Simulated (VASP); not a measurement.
Given:

```
Ir
1.0
    0.00000     1.93680     1.93680
    1.93680     0.00000     1.93680
    1.93680     1.93680     0.00000
Ir
1
Direct
  0.00000   0.00000   0.00000
```

These are PBE GGA, VASP's PBE PAW potentials (set 64) (plane waves; VASP 6.6.1) values and carry that method's errors. Run with 520 eV cut-off, 16×16×16 Γ-centred mesh, first-order Methfessel-Paxton smearing of 0.10 eV, potentials Ir.

Problem. Give the energy at these volumes per atom, relative to the lowest: 13.64, 14.08, 14.51, 14.95, 15.38 Å³.

Solution. 67.4, 16.5, 0.0, 12.2, 48.3 meV/atom. A third-order Birch-Murnaghan fit gives B0 = 348 GPa and B0′ = 5.1.

Measured: bulk modulus 365 GPa at 0 K (computed value off by -4.5 %), as given by H. Levämäki et al., Physical Review B (2014), arXiv:1402.3671 [corrected for temperature and zero-point phonon effects]; a 3.831 Å at 0 K (computed value off by +1.1 %), as given by Daniel Mejia-Rodriguez et al., Physical Review B (2018), arXiv:1807.09216 [static lattice: zero-point anharmonic expansion removed].

The compound is Ir in the fcc structure. It was relaxed first.
